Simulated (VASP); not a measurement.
Here is the system:

```
La2GeI2
1.0
    2.19509     1.26733    10.84291
   -2.19509     1.26733    10.84291
    0.00000    -2.53467    10.84291
La Ge I
2 1 2
Direct
  0.61639   0.61639   0.61639
  0.38361   0.38361   0.38361
  0.00000   0.00000   0.00000
  0.77877   0.77877   0.77877
  0.22123   0.22123   0.22123
```

These are PBEsol GGA, VASP's PBE PAW potentials (set 64) (plane waves; VASP) values and carry that method's errors. Numerical set-up: 300 eV cut-off, 4×4×4 Γ-centred mesh, Fermi-Dirac smearing of 0.050 eV, potentials La Ge_d I.

At this cut-off the stress carries a Pulay error, which pulls relaxed volumes low. Unless said otherwise, spin-orbit coupling is left out, though it shifts the bands of the heavy elements here.

### Question
What does the run give for the energy per atom (σ→0), pressure, band gap (on the k-mesh) with the smallest direct gap where there is one?

### Answer

```
Quantity                                      Value
-----------------------------------  --------------
band gap (on the k-mesh)                    0.25 eV
smallest direct gap (on the k-mesh)         0.25 eV
energy per atom (σ→0)                -5.074 eV/atom
pressure                                   1.31 GPa
```

The structure comes from a computed database's La2GeI2 entry; how it stands against other phases isn't given here. The cell was not relaxed at this level.
